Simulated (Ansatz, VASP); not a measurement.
# Cd2Os2O7: VASP beside Ansatz, part 2 of 2

Aim: how closely do two programs agree when they are given the same cell, functional and k mesh? The cell is taken from a series of runs on this material, whose earlier steps may have relaxed, scaled, displaced or heated it; both programs get it as it stands.

VASP 6.6.1 and Ansatz 0.2.0.

So far: Starting point; VASP: relaxation of cell and atoms, LDA.

## 2. VASP: relaxation of cell and atoms, LDA (continued)

Level of this step: LDA, no spin polarisation; plane waves and PAW (Cd, Os, O) (VASP).

Numbers of over 12 decimals in the logs are rounded to 6 here.

OUTCAR, selected parts (step 2):

```text
ion  position               nearest neighbor table
   1  0.625  0.625  0.625-   9 2.18  10 2.18  16 2.55  21 2.55  12 2.55  17 2.55  18 2.55  15 2.55
                             4 3.56   2 3.56   3 3.56   4 3.56   6 3.56   7 3.56   3 3.56   6 3.56
   2  0.125  0.625  0.625-   9 2.18  10 2.18  11 2.55  13 2.55  15 2.55  18 2.55  20 2.55  22 2.55
                             8 3.56   1 3.56   7 3.56   4 3.56   5 3.56   7 3.56   3 3.56   5 3.56
   3  0.625  0.125  0.625-   9 2.18  10 2.18  12 2.55  13 2.55  14 2.55  17 2.55  19 2.55  22 2.55
                             8 3.56   1 3.56   6 3.56   4 3.56   5 3.56   6 3.56   1 3.56   2 3.56
   4  0.625  0.625  0.125-   9 2.18  10 2.18  11 2.55  14 2.55  16 2.55  19 2.55  20 2.55  21 2.55
                             7 3.56   1 3.56   6 3.56   1 3.56   2 3.56   3 3.56   3 3.56   5 3.56
   5  0.125  0.125  0.125-  11 1.91  13 1.91  14 1.91  19 1.91  20 1.91  22 1.91   2 3.56   3 3.56
                             2 3.56   4 3.56   3 3.56   4 3.56
   6  0.625  0.125  0.125-  12 1.91  14 1.91  16 1.91  17 1.91  19 1.91  21 1.91   3 3.56   4 3.56
                             1 3.56   3 3.56   1 3.56   4 3.56
   7  0.125  0.625  0.125-  11 1.91  15 1.91  16 1.91  18 1.91  20 1.91  21 1.91   2 3.56   4 3.56
                             1 3.56   2 3.56   1 3.56   4 3.56
   8  0.125  0.125  0.625-  12 1.91  13 1.91  15 1.91  17 1.91  18 1.91  22 1.91   2 3.56   3 3.56
                             1 3.56   2 3.56   1 3.56   3 3.56
   9  0.750  0.750  0.750-   1 2.18   2 2.18   3 2.18   4 2.18
  10  0.500  0.500  0.500-   1 2.18   2 2.18   3 2.18   4 2.18
  11  0.056  0.444  0.056-   5 1.91   7 1.91   2 2.55   4 2.55
  12  0.806  0.194  0.806-   6 1.91   8 1.91   1 2.55   3 2.55
  13  0.056  0.056  0.444-   5 1.91   8 1.91   2 2.55   3 2.55
  14  0.444  0.056  0.056-   5 1.91   6 1.91   3 2.55   4 2.55
  15  0.056  0.444  0.444-   7 1.91   8 1.91   1 2.55   2 2.55
  16  0.444  0.444  0.056-   6 1.91   7 1.91   1 2.55   4 2.55
  17  0.444  0.056  0.444-   6 1.91   8 1.91   1 2.55   3 2.55
  18  0.194  0.806  0.806-   7 1.91   8 1.91   1 2.55   2 2.55
  19  0.806  0.194  0.194-   5 1.91   6 1.91   3 2.55   4 2.55
  20  0.194  0.806  0.194-   5 1.91   7 1.91   2 2.55   4 2.55
  21  0.806  0.806  0.194-   6 1.91   7 1.91   1 2.55   4 2.55
  22  0.194  0.194  0.806-   5 1.91   8 1.91   2 2.55   3 2.55

  LATTYP: Found a face centered cubic cell.
 ALAT       =    10.0589667064

 Subroutine GETGRP returns: Found 48 space group operations
 (whereof 24 operations were pure point group operations)

The static configuration has the point symmetry T_d .
 The point group associated with its full space group is O_h .

 Found     29 irreducible k-points:

   k-points           NKPTS =     29   k-points in BZ     NKDIM =     29   number of bands    NBANDS=    104

   dimension x,y,z NGX =    60 NGY =   60 NGZ =   60
   dimension x,y,z NGXF=   120 NGYF=  120 NGZF=  120

   ENCUT  =  600.0 eV  44.10 Ry    6.64 a.u.  14.21 14.21 14.21*2*pi/ulx,y,z

   NELECT =     164.0000    total number of electrons

 k-points in reciprocal lattice and weights: Automatic mesh
   0.00000000  0.00000000  0.00000000       0.002
   0.12500000  0.00000000  0.00000000       0.016
   0.25000000  0.00000000  0.00000000       0.016
   0.37500000  0.00000000  0.00000000       0.016
   0.50000000  0.00000000  0.00000000       0.008
   0.12500000  0.12500000  0.00000000       0.012
   0.25000000  0.12500000  0.00000000       0.047
   0.37500000  0.12500000  0.00000000       0.047
   0.50000000  0.12500000  0.00000000       0.047
[...]
-0.37500000  0.50000000  0.12500000       0.023
  -0.25000000  0.50000000  0.25000000       0.012

 average (electrostatic) potential at core
       1 -37.4322       2 -37.4322       3 -37.4322       4 -37.4322       5 -50.2443
       6 -50.2443       7 -50.2443       8 -50.2443       9 -72.2203      10 -72.2203
      11 -73.1369      12 -73.1369      13 -73.1369      14 -73.1369      15 -73.1369
      16 -73.1369      17 -73.1369      18 -73.1369      19 -73.1369      20 -73.1369
      21 -73.1369      22 -73.1369

 E-fermi :   3.9401

 k-point     1 :       0.0000    0.0000    0.0000
  band No.  band energies     occupation
    ...
     81       3.0882      2.00000
     82       3.3227      2.00011
     83       3.9587      0.84276
     84       3.9587      0.84276
     85       3.9587      0.84274
     86       5.1916     -0.00000
     87       5.1916     -0.00000
     88       5.1916     -0.00000
     89       6.0743     -0.00000
     90       7.5467     -0.00000
    ...

 k-point     2 :       0.1250    0.0000    0.0000
  band No.  band energies     occupation
    ...
     81       3.2517      2.00001
     82       3.4744      2.00482
     83       3.8748      1.52129
     84       3.9578      0.85099
     85       3.9578      0.85098
     86       5.1439     -0.00000
     87       5.1439     -0.00000
     88       5.1479     -0.00000
     89       6.1488     -0.00000
     90       7.5562     -0.00000
    ...

 k-point     3 :       0.2500    0.0000    0.0000
  band No.  band energies     occupation
    ...
     81       3.5460      2.01759
     82       3.6504      2.05975
     83       3.8142      1.86531
     84       3.9820      0.65402
     85       3.9820      0.65400
     86       5.0113     -0.00000
     87       5.0113     -0.00000
     88       5.0368     -0.00000
     89       6.3384     -0.00000
     90       7.6094     -0.00000
    ...

  Total        0.0508077      0.0508077      0.0508077      0.0000000     -0.0000000      0.0000000
  in kB        0.3168276      0.3168276      0.3168276      0.0000000     -0.0000000      0.0000000
  external PRESSURE =       0.3168276 kB  Pullay stress =       0.0000000 kB

  energy-cutoff  :      600.00
  volume of cell :      256.93
      direct lattice vectors                 reciprocal lattice vectors
    -0.000000000  5.045790290  5.045790290    -0.099092505  0.099092505  0.099092505
     5.045790290 -0.000000000  5.045790290     0.099092505 -0.099092505  0.099092505
     5.045790290  5.045790290  0.000000000     0.099092505  0.099092505 -0.099092505

 POSITION                                       TOTAL-FORCE (eV/Angst)
 -----------------------------------------------------------------------------------
      6.30724      6.30724      6.30724        -0.000000     -0.000000     -0.000000
      6.30724      3.78434      3.78434        -0.000000     -0.000000     -0.000000
      3.78434      6.30724      3.78434        -0.000000     -0.000000     -0.000000
      3.78434      3.78434      6.30724        -0.000000     -0.000000     -0.000000
      1.26145      1.26145      1.26145        -0.000000     -0.000000     -0.000000
      1.26145      3.78434      3.78434        -0.000000     -0.000000     -0.000000
      3.78434      1.26145      3.78434        -0.000000     -0.000000     -0.000000
      3.78434      3.78434      1.26145        -0.000000     -0.000000     -0.000000
      7.56869      7.56869      7.56869        -0.000000     -0.000000     -0.000000
      5.04579      5.04579      5.04579        -0.000000     -0.000000     -0.000000
      2.52290      0.56136      2.52290        -0.000000     -0.001557     -0.000000
      5.04579      8.13005      5.04579        -0.000000     -0.001557     -0.000000
      2.52290      2.52290      0.56136        -0.000000     -0.000000     -0.001557
      0.56136      2.52290      2.52290        -0.001557     -0.000000     -0.000000
      4.48443      2.52290      2.52290         0.001557     -0.000000     -0.000000
      2.52290      2.52290      4.48443        -0.000000     -0.000000      0.001557
      2.52290      4.48443      2.52290        -0.000000      0.001557     -0.000000
      8.13005      5.04579      5.04579        -0.001557     -0.000000     -0.000000
      1.96153      5.04579      5.04579         0.001557     -0.000000     -0.000000
      5.04579      1.96153      5.04579        -0.000000      0.001557     -0.000000
      5.04579      5.04579      8.13005        -0.000000     -0.000000     -0.001557
      5.04579      5.04579      1.96153        -0.000000     -0.000000      0.001557
 -----------------------------------------------------------------------------------
    total drift:                                0.000000      0.000000      0.000000

  FREE ENERGIE OF THE ION-ELECTRON SYSTEM (eV)
  ---------------------------------------------------
  free  energy   TOTEN  =      -160.1005011470 eV

  energy  without entropy=     -160.0926289862  energy(sigma->0) =     -160.09787709

 reached required accuracy - stopping structural energy minimisation

 total charge
# of ion       s       p       d       tot
------------------------------------------
    1        0.360   0.231   9.617  10.208
    2        0.360   0.231   9.617  10.208
    3        0.360   0.231   9.617  10.208
    4        0.360   0.231   9.617  10.208
    5        0.651   1.022   6.159   7.832
    6        0.651   1.022   6.159   7.832
    7        0.651   1.022   6.159   7.832
    8        0.651   1.022   6.159   7.832
    9        1.553   3.345   0.000   4.898
   10        1.553   3.345   0.000   4.898
   11        1.554   3.454   0.000   5.008
   12        1.554   3.454   0.000   5.008
   13        1.554   3.454   0.000   5.008
   14        1.554   3.454   0.000   5.008
   15        1.554   3.454   0.000   5.008
   16        1.554   3.454   0.000   5.008
   17        1.554   3.454   0.000   5.008
   18        1.554   3.454   0.000   5.008
   19        1.554   3.454   0.000   5.008
   20        1.554   3.454   0.000   5.008
   21        1.554   3.454   0.000   5.008
   22        1.554   3.454   0.000   5.008
--------------------------------------------------
tot         25.800  53.143  63.106 142.050

[... 3 further parts left out ...]
```

This run has no spin polarisation, so a moment on Os, if there is one, isn't seen.

## 3. Ansatz: relaxation of cell and atoms, LDA

Ansatz runs on its default PAW (the set named soft_2) files.

The same cell, functional (in two slightly different forms), mesh and smearing now go to Ansatz, which takes its cutoff from its data sets.

input.yaml reads:

```yaml
crystal:
  lattice:
    - [0.0, 5.0294833532, 5.0294833532]
    - [5.0294833532, 0.0, 5.0294833532]
    - [5.0294833532, 5.0294833532, 0.0]
  atoms:
    - { symbol: Cd, position: [0.625, 0.625, 0.625] }
    - { symbol: Cd, position: [0.125, 0.625, 0.625] }
    - { symbol: Cd, position: [0.625, 0.125, 0.625] }
    - { symbol: Cd, position: [0.625, 0.625, 0.125] }
    - { symbol: Os, position: [0.125, 0.125, 0.125] }
    - { symbol: Os, position: [0.625, 0.125, 0.125] }
    - { symbol: Os, position: [0.125, 0.625, 0.125] }
    - { symbol: Os, position: [0.125, 0.125, 0.625] }
    - { symbol: O, position: [0.75, 0.75, 0.75] }
    - { symbol: O, position: [0.5, 0.5, 0.5] }
    - { symbol: O, position: [0.0563674957, 0.4436325043, 0.0563674957] }
    - { symbol: O, position: [0.8063674957, 0.1936325043, 0.8063674957] }
    - { symbol: O, position: [0.0563674957, 0.0563674957, 0.4436325043] }
    - { symbol: O, position: [0.4436325043, 0.0563674957, 0.0563674957] }
    - { symbol: O, position: [0.0563674957, 0.4436325043, 0.4436325043] }
    - { symbol: O, position: [0.4436325043, 0.4436325043, 0.0563674957] }
    - { symbol: O, position: [0.4436325043, 0.0563674957, 0.4436325043] }
    - { symbol: O, position: [0.1936325043, 0.8063674957, 0.8063674957] }
    - { symbol: O, position: [0.8063674957, 0.1936325043, 0.1936325043] }
    - { symbol: O, position: [0.1936325043, 0.8063674957, 0.1936325043] }
    - { symbol: O, position: [0.8063674957, 0.8063674957, 0.1936325043] }
    - { symbol: O, position: [0.1936325043, 0.1936325043, 0.8063674957] }
kpoints:
  mp_grid: { grid: [8, 8, 8] }
hamiltonian:
  xc: lda
scf:
  occupations: { method: methfessel_paxton, width: 0.2 }
output:
  forces: true
  stress: true
  eigenvalues: true
relax:
  adjacent_minimum: "off"
  f_tol: 0.001
  max_steps: 60
  cell: { stress_tol: 0.01 }
```

Run with:

```
$ ansatz run input.yaml --threads 16 --pin off --max-ram 61440MiB --backend cuda --events-out ev --progress --plain --runs-dir out --max-vram 78GiB
```

The program printed:

```text
Engine: ansatz 0.2.0, aarch64-unknown-linux-gnu
Pseudopotentials: kind: paw
Pseudopotential: Cd, paw, valence charge 20, recommended cutoff 420 eV (normal), Cd.paw.azcp
Pseudopotential: Os, paw, valence charge 16, recommended cutoff 420 eV (normal), Os.paw.azcp
Pseudopotential: O, paw, valence charge 6, recommended cutoff 420 eV (normal), O.paw.azcp
Functional definition: SPW92
  exchange = slater_x
  correlation = pw_c
concurrent solve slots: 15 of 16 are kept, ahead of what memory takes: no pass of the eigensolver takes more rounds on 15
device memory: the entry about to start is reckoned to put 18.3 GiB on a device that reports 182.5 GiB free (of which the cap on the GPU budget leaves the run 78.0 GiB)
GPU FFT provider: cuFFT
GPU libraries: cuBLAS 13.8.1, cuFFT 12.4.0, cuSOLVER 12.3.2
[...]
Basis set: ecut = 420 eV, 4957 PW (Γ)
[...]
k-points: 29 of 512
[...]
- { symbol: O, position: [0.443584, 0.443584, 0.056416] }
    - { symbol: O, position: [0.443584, 0.056416, 0.443584] }
    - { symbol: O, position: [0.193584, 0.806416, 0.806416] }
    - { symbol: O, position: [0.806416, 0.193584, 0.193584] }
    - { symbol: O, position: [0.193584, 0.806416, 0.193584] }
    - { symbol: O, position: [0.806416, 0.806416, 0.193584] }
    - { symbol: O, position: [0.193584, 0.193584, 0.806416] }
```

## 4. Side by side

Known differences besides the potentials themselves: the data sets hold 228 valence electrons in Ansatz (on its default PAW (the set named soft_2) files) and 164 in VASP; the cutoff is 420 eV in Ansatz and 600 eV in VASP; VASP's log shows a relativistic correction to its local exchange, Ansatz's none. Total energies have different zeros and are not compared.

Both answers:

| quantity | Ansatz | VASP | difference |
| --- | --- | --- | --- |
| volume (Å³) | 254.44 | 256.93 | -0.97 % |
| edge a after relaxation, in the typed setting (Å) | 7.113 | 7.136 | -0.32 % |

## 5. Results

```yaml
difference_in_volume_relaxation_of_cell_and_atoms_lda: -0.97 %
```

The difference in volume is -0.97 % (relaxation of cell and atoms, LDA), within the 1.2 % picked in this series as the mark of a large difference, as far as the stopping tolerances let one tell. The data sets hold unlike numbers of valence electrons (228 in Ansatz and 164 in VASP), so part of the differences may come from the potentials. 1 further pair of this series is not shown here. How closely two codes agree says nothing of how well the functional describes the real material.

[Lines on the potential files, build, host, timing and source positions are cut from VASP's logs without a mark.]

[Logs are printed without paths, hosts, clocks, repeated set-up lines and the standing remarks that a program may print on its own settings, such as how far it seeks lower states.]

[Hosts, paths, dates, database ids (printed as entryN), source tags and the programs' standing remarks are cut or masked in the printed files.]
